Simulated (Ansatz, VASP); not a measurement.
## Y3Ti in two plane-wave programs

Wanted: the spread between two codes on one cell, functional and k mesh. The cell is invented: Sites of the Tb3Zr structure (space group 139) filled with other elements, volume scaled by an estimate. It may not be a known or stable phase.

Main program and level: Ansatz 0.2.0; plane waves, with VASP 6.6.1 beside it; relaxation of cell and atoms at PBE.

## (1) Starting point

The structure is tetragonal, space group I4/mmm (No. 139). The conventional cell has a = 4.848 Å, b = 4.848 Å, c = 9.651 Å, α = 90.00°, β = 90.00°, γ = 90.00°. Nearest to Y lie 4 Ti at 3.42 Å and 8 Y at 3.42 to 3.43 Å. Y has 8 Y at 3.42 Å and 4 Ti at 3.43 Å nearest. Nearest to Ti lie 12 Y at 3.42 to 3.43 Å. Sites of the Tb3Zr structure (space group 139) filled with other elements, volume scaled by an estimate. Farther neighbours are not listed.

Coordinates:

```cif
data_structure
_symmetry_space_group_name_H-M 'P 1'
_symmetry_Int_Tables_number 1
_cell_length_a 5.9193
_cell_length_b 5.9193
_cell_length_c 5.9193
_cell_angle_alpha 131.654
_cell_angle_beta 131.654
_cell_angle_gamma 70.776
_cell_volume 113.41
loop_
_atom_site_label
_atom_site_type_symbol
_atom_site_fract_x
_atom_site_fract_y
_atom_site_fract_z
_atom_site_occupancy
Y1 Y 0.75000 0.25000 0.50000 1
Y2 Y 0.25000 0.75000 0.50000 1
Y3 Y 0.50000 0.50000 0.00000 1
Ti4 Ti 0.00000 0.00000 0.00000 1
```

## (2) Ansatz: relaxation of cell and atoms, PBE

Ansatz runs on its default PAW (the set named soft_2) files.

The relaxed volume is the usual yardstick between codes: its relative difference is about their pressure difference at one cell divided by the bulk modulus.

Contents of input.yaml:

```yaml
crystal:
  lattice:
    - [-2.423918, 2.423918, 4.825712]
    - [2.423918, -2.423918, 4.825712]
    - [2.423918, 2.423918, -4.825712]
  atoms:
    - { symbol: "Y", position: [0.75, 0.25, 0.5] }
    - { symbol: "Y", position: [0.25, 0.75, 0.5] }
    - { symbol: "Y", position: [0.5, 0.5, 0.0] }
    - { symbol: Ti, position: [0.0, 0.0, 0.0] }
hamiltonian:
  xc: pbe
  pseudopotentials: { kind: paw }
kpoints:
  mp_grid: { grid: [7, 7, 7] }
scf:
  occupations: { method: fermi_dirac, width: 0.05 }
relax:
  f_tol: 0.01
  max_steps: 60
  cell: { stress_tol: 0.05 }
output:
  forces: true
  stress: true
```

On the command line:

```
ansatz run input.yaml --threads 4 --pin off --max-ram 9216MiB --backend cpu --events-out ev --progress --plain --runs-dir out
```

Numbers of over 12 decimals in the logs are rounded to 6 here.

Log:

```text
Engine: ansatz 0.2.0, aarch64-unknown-linux-gnu
Pseudopotentials: kind: paw
Pseudopotential: Y, paw, valence charge 11, recommended cutoff 420 eV (normal), Y.paw.azcp
Pseudopotential: Ti, paw, valence charge 12, recommended cutoff 420 eV (normal), Ti.paw.azcp
Functional definition: PBE
  parameter kappa = 0.804
  parameter beta = 0.066725
  exchange = pbe_x(kappa = kappa, mu = beta*pi^2/3)
  correlation = pbe_c(beta = beta)
Crystal: 4 atoms, lattice volume = 113.412 Å³
Basis set: ecut = 420 eV, 2205 PW (Γ), exchange–correlation on 80×80×80 points (8 copies of the dense FFT grid, shifted against one another)
Bands: 27, of which v1, the nominal top of the filled ones, is band 23 counted from 1 (22 counted from 0)
Symmetry: 16 space group operations
Space group: I4/mmm (ITA 139), of the structure as read, at distance tolerance 4.8e-5 Å
k-points: 40 of 343
Non-local potential: Y, projectors of the file, l = 0: 3, l = 1: 2, l = 2: 2, l = 3: 1
Non-local potential: Ti, projectors of the file, l = 0: 3, l = 1: 2, l = 2: 3, l = 3: 1
PAW form: soft (Blöchl's): semilocal exchange-correlation on the pseudo side does not see the compensation charge
PAW one-centre angular grid: Y, 590 points (default); XC on 64 Gauss nodes
PAW one-centre angular grid: Ti, 590 points (default); XC on 64 Gauss nodes
Initial density: superposition of atomic densities (neutral atoms: chi_scale 0, normalization atom), corrected by the library's trained network
Initial wavefunctions: pseudopotential atomic-orbital guess
Functional: x = pbe(κ = 0.804, μ = 0.219515), c = pbe(β = 0.066725)
SCF iter   1: F=—  HF=-14044.809610 eV  |F-HF|=—  |Δ(HF+E_count)|=         —  Δρ=2.10e-3  dr2=6.04e-3  ethr=1.77e-3  ⟨swp⟩=5.2  Hψ=4569  notcnv=0
preconditioner: auto → Kerker (q_TF=auto, 2.339 Å⁻¹)  [metal: Δε(μ)=0.006 eV  Ē_g=1.902 eV  σ=0.050 eV  W_gap=0.03  n_scr=22 (ndim 8)  ℏωp=12.6 eV  f_vac=0.000  D(μ)=6.72/eV (n_scr^D=68)]
SCF iter   2: F=—  HF=-14044.809270 eV  |F-HF|=—  |Δ(HF+E_count)|=   3.40e-4  Δρ=8.93e-4  dr2=5.83e-4  ethr=1.34e-5  ⟨swp⟩=1.6  Hψ=1486  notcnv=0
SCF iter   3: F=—  HF=-14044.809415 eV  |F-HF|=—  |Δ(HF+E_count)|=   1.45e-4  Δρ=3.65e-4  dr2=1.13e-4  ethr=1.30e-6  ⟨swp⟩=1.7  Hψ=1162  notcnv=0
SCF iter   4: F=—  HF=-14044.809446 eV  |F-HF|=—  |Δ(HF+E_count)|=   3.17e-5  Δρ=6.56e-5  dr2=5.58e-6  ethr=2.51e-7  ⟨swp⟩=2.1  Hψ=1330  notcnv=0
SCF iter   5: F=—  HF=-14044.809447 eV  |F-HF|=—  |Δ(HF+E_count)|=   6.34e-7  Δρ=1.88e-5  dr2=3.68e-7  ethr=1.24e-8  ⟨swp⟩=2.1  Hψ=1316  notcnv=0
SCF iter   6: F=-14044.809447 eV  HF=-14044.809447 eV  |F-HF|=9.88e-10  |Δ(HF+E_count)|=   1.46e-8  Δρ=4.71e-6  dr2=1.80e-8  ethr=2.22e-10  ⟨swp⟩=4.0  Hψ=3346  notcnv=0
SCF 1 converged in 6 iterations: F = -14044.809447 eV  dr2 = 1.80e-8
  greatest PAW one-centre occupation: 0.999 electrons in one spin orbital (limit 2), on the Ti atom at site 3 (counted from 0), in its partial waves of l = 0
relax step   1: F+E_penalty+E_count = -14044.80944696 eV  Δ(F+E_penalty+E_count) = +0.000e0 eV  max|allowed force component| = 2.385e-18 eV/Å  Δτ_max = 0.0000 Å  P = -0.631 GPa  Ω = 113.412 Å³  (6 SCF iters, dr2 threshold 1.00e-7 eV, accepted)
[...]
relax step   2: F+E_penalty+E_count = -14044.81255468 eV  Δ(F+E_penalty+E_count) = -3.108e-3 eV  max|allowed force component| = 4.770e-18 eV/Å  Δτ_max = 0.0000 Å  P = +0.128 GPa  Ω = 111.558 Å³  energy of the carried Pulay correction = +5.318e-5 eV  (6 SCF iters, dr2 threshold 4.00e-7 eV, accepted)
[...]
relax step   3: F+E_penalty+E_count = -14044.81269473 eV  Δ(F+E_penalty+E_count) = -1.401e-4 eV  max|allowed force component| = 4.879e-18 eV/Å  Δτ_max = 0.0000 Å  P = +0.002 GPa  Ω = 111.854 Å³  energy of the carried Pulay correction = +4.463e-5 eV  (6 SCF iters, dr2 threshold 5.99e-8 eV, accepted)
[...]
relax step   4: F+E_penalty+E_count = -14044.81264856 eV  Δ(F+E_penalty+E_count) = +4.618e-5 eV  max|allowed force component| = 1.735e-18 eV/Å  Δτ_max = 0.0000 Å  P = +0.002 GPa  Ω = 111.854 Å³  stress off target by 2.75e-2 GPa  SCF on the basis re-selected at this cell (its energy is not comparable with the rows above)  (8 SCF iters)
basis re-selected at this cell: Δ(F+E_penalty+E_count) = +4.618e-5 eV, ΔP = +0.001 GPa vs the last step (what re-selecting the basis moved, of the pressure what is left beyond the Pulay correction that the steps carried, after the strain that the cell walked since its last selection, with what the two solves' SCF thresholds leave and, on support functions, any second-order correction that the steps lacked; it is no m [...]
SCF converged after 8 iterations
Free energy (F): -14044.812649 eV
Harris-Foulkes:  -14044.812649 eV  (|F-HF|=5.46e-12)
Internal energy: -14044.758479 eV  (E = F + TS)
E sigma→0 (E₀):  -14044.785564 eV
Entropy (-TS):   -0.054170 eV (-13.543 meV/atom)
Fermi energy:    10.332170 eV
--- Per-component energies (eV) ---
  E_band       = -522.090146
  E_kinetic    = 1186.927764
  E_local      = -2741.058172  (includes V_loc(G=0)·N_el)
  E_nonlocal   = 160.484399
  E_hartree    = 960.053650
  E_xc         = -616.217675
  E_vxc        = -717.505753  (∫ρ·V_xc dr)
  E_paw        = -9523.980215  (= ΣΔE_a)
  E_vpaw       = -331.045821  (= ΣTr[D̂ρ^β])
  E_aug_tail   = 0.000136  (compensation charges beyond the density's cutoff)
  E_ewald      = -3470.968366
  E_smearing   = -0.054170  (= −TS)
  E_closure    = 0.000000  (closes the sum)
  Σ components = -14044.812649   (vs F -14044.812649, Δ=0.00e0)
--- Forces (eV/Å), atoms counted from 1 ---
  atom   1  Y      0.00000000     0.00000000     0.00000000
  atom   2  Y     -0.00000000     0.00000000     0.00000000
  atom   3  Y      0.00000000     0.00000000    -0.00000000
  atom   4  Ti     0.00000000     0.00000000    -0.00000000
  max |Σ_I F_I| component: 8.67e-19 eV/Å
--- Stress (GPa, compression-positive) ---
        0.017116       0.000000       0.000000
        0.000000       0.017116       0.000000
        0.000000      -0.000000      -0.027488
  P = ⅓ Tr σ = 0.0022 GPa (0.022 kbar)
--- Relaxed structure (3 steps of the walk, 3 accepted, 1 SCFs on fresh bases) ---
  F+E_penalty+E_count = -14044.81264856 eV   max|allowed force component| = 1.735e-18 eV/Å   (the final SCF, on the basis selected at the relaxed cell)
  cell:  # Å, volume = 111.8543 Å³
    - [-2.415194, 2.415194, 4.793897]
    - [2.415194, -2.415194, 4.793897]
    - [2.415194, 2.415194, -4.793897]
  atoms:
    - { symbol: Y, position: [0.75, 0.250000, 0.5] }
    - { symbol: Y, position: [0.250000, 0.75, 0.5] }
    - { symbol: Y, position: [0.5, 0.5, 0] }
    - { symbol: Ti, position: [0, 0, 0] }
```

Wall time 13 s (4 threads of Arm Neoverse N1, shared host); peak memory 0.49 GiB; 47 s of CPU time.

## (3) VASP: relaxation of cell and atoms, PBE

The same cell, functional, mesh and smearing now go to VASP, with its own data sets and cutoff.

Lines of VASP's logs that name or quote its potential files are left out, and so is its time.

Contents of INCAR:

```
SYSTEM = Y3Ti
PREC = Accurate
ENCUT = 520
EDIFF = 1E-06
NELM = 100
ISMEAR = -1
SIGMA = 0.05
LREAL = .FALSE.
ALGO = Normal
GGA = PE
LORBIT = 11
LWAVE = .FALSE.
LCHARG = .FALSE.
KPAR = 2
IBRION = 2
NSW = 60
ISIF = 3
EDIFFG = -0.01
```

Contents of POSCAR:

```
Y3Ti
1.0
   -2.4239180000      2.4239180000      4.8257120000
    2.4239180000     -2.4239180000      4.8257120000
    2.4239180000      2.4239180000     -4.8257120000
Y Ti
3 1
Direct
    0.7500000000      0.2500000000      0.5000000000
    0.2500000000      0.7500000000      0.5000000000
    0.5000000000      0.5000000000      0.0000000000
    0.0000000000      0.0000000000      0.0000000000
```

Contents of KPOINTS:

```
Automatic mesh
0
Gamma
7 7 7
0 0 0
```

Potentials, in the order of the species: Y_sv and Ti_sv (PBE family, release 64).

On the command line:

```
mpirun -np 2 vasp_std
```

Log:

```text
[banner, memory and clock lines left out]
running    2 mpi-ranks, on    1 nodes
 distrk:  each k-point on    1 cores,    2 groups
 distr:  one band on    1 cores,    1 groups

 POSCAR found type information on POSCAR Y Ti
 POSCAR found :  2 types and       4 ions
 LDA part: xc-table for (Slater+PW92), standard interpolation
 POSCAR, INCAR and KPOINTS ok, starting setup
 FFT: planning ... GRIDC
 FFT: planning ... GRID_SOFT
 FFT: planning ... GRID
 WAVECAR not read
 entering main loop
       N       E                     dE             d eps       ncg     rms          rms(c)
DAV:   1     0.354771506837E+03    0.35477E+03   -0.22206E+04  2160   0.164E+03
DAV:   2     0.116321935865E+02   -0.34314E+03   -0.33830E+03  2239   0.453E+02
DAV:   3    -0.252065221676E+02   -0.36839E+02   -0.35669E+02  3618   0.102E+02
DAV:   4    -0.285871816339E+02   -0.33807E+01   -0.32906E+01  3192   0.267E+01
DAV:   5    -0.287706524627E+02   -0.18347E+00   -0.18092E+00  3231   0.551E+00    0.475E+01
DAV:   6    -0.336834202216E+02   -0.49128E+01   -0.80624E+01  2792   0.269E+01    0.305E+01
DAV:   7    -0.299385022474E+02    0.37449E+01   -0.23581E+02  2959   0.431E+01    0.310E+01
DAV:   8    -0.293841127996E+02    0.55439E+00   -0.61719E+00  2985   0.903E+00    0.150E+01
DAV:   9    -0.274587067242E+02    0.19254E+01   -0.19925E+00  2798   0.595E+00    0.104E+01
DAV:  10    -0.265803571157E+02    0.87835E+00   -0.14870E+00  3269   0.461E+00    0.602E+00
DAV:  11    -0.264605719724E+02    0.11979E+00   -0.11420E-01  3170   0.135E+00    0.514E+00
DAV:  12    -0.263043351581E+02    0.15624E+00   -0.20275E+00  2932   0.542E+00    0.318E+00
DAV:  13    -0.262782505059E+02    0.26085E-01   -0.36709E-01  2669   0.209E+00    0.485E-01
DAV:  14    -0.262863894400E+02   -0.81389E-02   -0.88257E-02  2744   0.118E+00    0.152E+00
DAV:  15    -0.262780345770E+02    0.83549E-02   -0.65916E-02  2695   0.103E+00    0.129E-01
DAV:  16    -0.262780487463E+02   -0.14169E-04   -0.30021E-03  2686   0.270E-01    0.236E-01
DAV:  17    -0.262791760163E+02   -0.11273E-02   -0.67548E-03  2829   0.264E-01    0.459E-01
DAV:  18    -0.262784540660E+02    0.72195E-03   -0.12284E-03  2664   0.121E-01    0.278E-01
DAV:  19    -0.262780435532E+02    0.41051E-03   -0.24830E-03  2909   0.166E-01    0.543E-02
DAV:  20    -0.262780476202E+02   -0.40670E-05   -0.56073E-05  2578   0.263E-02    0.471E-02
DAV:  21    -0.262780485729E+02   -0.95275E-06   -0.28971E-06  2144   0.737E-03
   1 F= -.26278049E+02 E0= -.26250062E+02  d E =-.262780E+02
[...]
2 F= -.26282520E+02 E0= -.26255569E+02  d E =-.447170E-02
[...]
3 F= -.26282520E+02 E0= -.26255587E+02  d E =-.447097E-02
[...]
4 F= -.26282561E+02 E0= -.26255637E+02  d E =-.410741E-04
 ZBRENT: can't locate minimum, use default step
 trial-energy change:   -0.000041  1 .order   -0.000040   -0.000044   -0.000036
 step:   4.0143(harm=  5.7975)  dis= 0.00000  next Energy=   -26.282647 (dE=-0.127E-03)
 bond charge predicted
       N       E                     dE             d eps       ncg     rms          rms(c)
DAV:   1    -0.262834076590E+02   -0.84724E-03   -0.64879E-02  2166   0.204E+00    0.212E-01
DAV:   2    -0.262828573430E+02    0.55032E-03   -0.20959E-03  2293   0.297E-01    0.111E-01
DAV:   3    -0.262828048071E+02    0.52536E-04   -0.22049E-03  2799   0.223E-01    0.162E-01
DAV:   4    -0.262826098142E+02    0.19499E-03   -0.14997E-03  2721   0.136E-01    0.415E-02
DAV:   5    -0.262826074536E+02    0.23605E-05   -0.61342E-05  2407   0.415E-02    0.218E-02
DAV:   6    -0.262826072491E+02    0.20451E-06   -0.62184E-06  2644   0.179E-02
   5 F= -.26282607E+02 E0= -.26255706E+02  d E =-.877019E-04
 curvature:  -2.43 expect dE=-0.876E-05 dE for cont linesearch -0.675E-06
 trial: gam=-0.07222 g(F)=  0.165E-50 g(S)=  0.360E-05 ort = 0.344E-05 (trialstep = 0.161E+01)
 search vector abs. value=  0.333E-05
 reached required accuracy - stopping structural energy minimisation
```

OUTCAR, selected parts (step 3):

```text
ion  position               nearest neighbor table
   1  0.750  0.250  0.500-   3 3.42   4 3.42   3 3.42   4 3.42   3 3.42   4 3.42   3 3.42   4 3.42
                             2 3.43   2 3.43   2 3.43   2 3.43
   2  0.250  0.750  0.500-   4 3.42   3 3.42   3 3.42   4 3.42   3 3.42   4 3.42   4 3.42   3 3.42
                             1 3.43   1 3.43   1 3.43   1 3.43
   3  0.500  0.500  0.000-   2 3.42   1 3.42   1 3.42   2 3.42   1 3.42   2 3.42   2 3.42   1 3.42
                             4 3.43   4 3.43   4 3.43   4 3.43
   4  0.000  0.000  0.000-   1 3.42   2 3.42   1 3.42   2 3.42   1 3.42   2 3.42   1 3.42   2 3.42
                             3 3.43   3 3.43   3 3.43   3 3.43

  LATTYP: Found a body centered tetragonal cell.
 ALAT       =     4.8478360000
 C/A-ratio  =     1.9908726285

 Subroutine GETGRP returns: Found 16 space group operations
 (whereof 16 operations were pure point group operations)

The static configuration has the point symmetry D_4h.

 Found     40 irreducible k-points:

   k-points           NKPTS =     40   k-points in BZ     NKDIM =     40   number of bands    NBANDS=     27

   dimension x,y,z NGX =    48 NGY =   48 NGZ =   48
   dimension x,y,z NGXF=    96 NGYF=   96 NGZF=   96

   ENCUT  =  520.0 eV  38.22 Ry    6.18 a.u.  11.01 11.01 11.01*2*pi/ulx,y,z

   NELECT =      45.0000    total number of electrons

 k-points in reciprocal lattice and weights: Automatic mesh
   0.00000000  0.00000000  0.00000000       0.003
   0.14285714  0.00000000  0.00000000       0.023
   0.28571429  0.00000000 -0.00000000       0.023
   0.42857143  0.00000000 -0.00000000       0.023
   0.14285714  0.14285714  0.00000000       0.023
   0.28571429  0.14285714  0.00000000       0.047
   0.42857143  0.14285714  0.00000000       0.047
  -0.42857143  0.14285714  0.00000000       0.047
  -0.28571429  0.14285714  0.00000000       0.047
[...]
-0.42857143  0.42857143  0.42857143       0.012
  -0.42857143 -0.42857143  0.42857143       0.006

 average (electrostatic) potential at core
       1 -36.4276       2 -36.4276       3 -36.4427       4 -77.2225

 E-fermi :   3.9847

 k-point     1 :       0.0000    0.0000    0.0000
  band No.  band energies     occupation
    ...
     17      -0.9988      2.00000
     18       2.0786      2.00000
     19       2.9243      2.00000
     20       2.9264      2.00000
     21       3.2610      2.00000
     22       4.0794      0.26132
     23       4.0794      0.26131
     24       4.0840      0.24110
     25       4.0840      0.24110
     26       5.3506      0.00000
    ...

 k-point     2 :       0.1429    0.0000    0.0000
  band No.  band energies     occupation
    ...
     19       2.9668      2.00000
     20       3.0457      2.00000
     21       3.2700      2.00000
     22       3.6712      1.99622
     23       3.8328      1.90845
     24       4.1690      0.04892
     25       4.3604      0.00109
     26       5.2565      0.00000
     27       5.5031      0.00000

 k-point     3 :       0.2857    0.0000   -0.0000
  band No.  band energies     occupation
    ...
     19       2.7421      2.00000
     20       3.2996      2.00000
     21       3.3757      1.99999
     22       3.4138      1.99998
     23       3.7483      1.98244
     24       4.2298      0.01476
     25       4.4436      0.00021
     26       4.8362      0.00000
     27       4.9677      0.00000

  Total       -0.0076646     -0.0076646     -0.0134581      0.0000000      0.0000000     -0.0000000
  in kB       -0.1100871     -0.1100871     -0.1933001      0.0000000      0.0000000     -0.0000000
  external PRESSURE =      -0.1378248 kB  Pullay stress =       0.0000000 kB

  energy-cutoff  :      520.00
  volume of cell :      111.55
      direct lattice vectors                 reciprocal lattice vectors
    -2.414199592  2.414199592  4.784724270     0.000000000  0.207107980  0.104499230
     2.414199592 -2.414199592  4.784724270     0.207107980  0.000000000  0.104499230
     2.414199592  2.414199592 -4.784724270     0.207107980  0.207107980  0.000000000

 POSITION                                       TOTAL-FORCE (eV/Angst)
 -----------------------------------------------------------------------------------
      0.00000      2.41420      2.39236         0.000000      0.000000      0.000000
      2.41420      0.00000      2.39236        -0.000000     -0.000000     -0.000000
      0.00000      0.00000      4.78472         0.000000      0.000000      0.000000
      0.00000      0.00000      0.00000         0.000000      0.000000      0.000000
 -----------------------------------------------------------------------------------
    total drift:                                0.000000     -0.000000      0.000000

  FREE ENERGIE OF THE ION-ELECTRON SYSTEM (eV)
  ---------------------------------------------------
  free  energy   TOTEN  =       -26.2826072491 eV

  energy  without entropy=      -26.2288053241  energy(sigma->0) =      -26.25570629

 reached required accuracy - stopping structural energy minimisation

 total charge
# of ion       s       p       d       f       tot
--------------------------------------------------
    1        2.288   6.240   1.030   0.011   9.570
    2        2.288   6.240   1.030   0.011   9.570
    3        2.291   6.238   1.033   0.011   9.574
    4        2.217   6.044   1.806   0.000  10.068
--------------------------------------------------
tot          9.084  24.764   4.901   0.033  38.781

[... 3 further parts left out ...]
```

CONTCAR:

```
Y3Ti
   1.00000000000000
    -2.4141995915410179    2.4141995915410179    4.7847242699001402
     2.4141995915410179   -2.4141995915410179    4.7847242699001402
     2.4141995915410179    2.4141995915410179   -4.7847242699001402
  Y               Ti
     3     1
Direct
     0.7500000000000000    0.2500000000000000    0.5000000000000000
     0.2500000000000000    0.7500000000000000    0.5000000000000000
     0.5000000000000000    0.5000000000000000    0.0000000000000000
     0.0000000000000000    0.0000000000000000    0.0000000000000000
```

The run keeps the 16 symmetry operations of its start, so it cannot find a distortion of lower symmetry.

## (4) Comparison

Known differences besides the potentials themselves: both relaxations stop at a tolerance, which leaves soft axes loose, and VASP keeps its plane-wave basis; the cutoff is 420 eV in Ansatz and 520 eV in VASP; VASP leaves aspherical gradient terms in its spheres out (LASPH is not set), Ansatz keeps them; Ansatz adds a Pulay correction to the stress that steers its cell, VASP none. Total energies have different zeros and are not compared.

Compared:

```tsv
quantity	Ansatz	VASP	difference
volume (Å³)	111.85	111.55	+0.27 %
edge a after relaxation, in the typed setting (Å)	5.886	5.878	+0.14 %
```

The walks stopped with 0.00 GPa left in Ansatz and -0.01 GPa in VASP; each walk ends within a tolerance, so the volume difference is uncertain by about these residues over the bulk modulus, most in soft cells.

## (5) Results

```
difference in volume (relaxation of cell and atoms, PBE) : 0.27 %
```

In words: The difference in volume is 0.27 % (relaxation of cell and atoms, PBE), within the 1.2 % picked in this series as the mark of a large difference, as far as the stopping tolerances let one tell. How closely two codes agree says nothing of how well the functional describes the real material.

[Lines on the potential files, build, host, timing and source positions are cut from VASP's logs without a mark.]

[Logs are printed without paths, hosts, clocks, repeated set-up lines and the standing remarks that a program may print on its own settings, such as how far it seeks lower states.]

[Hosts, paths, dates, database ids (printed as entryN), source tags and the programs' standing remarks are cut or masked in the printed files.]
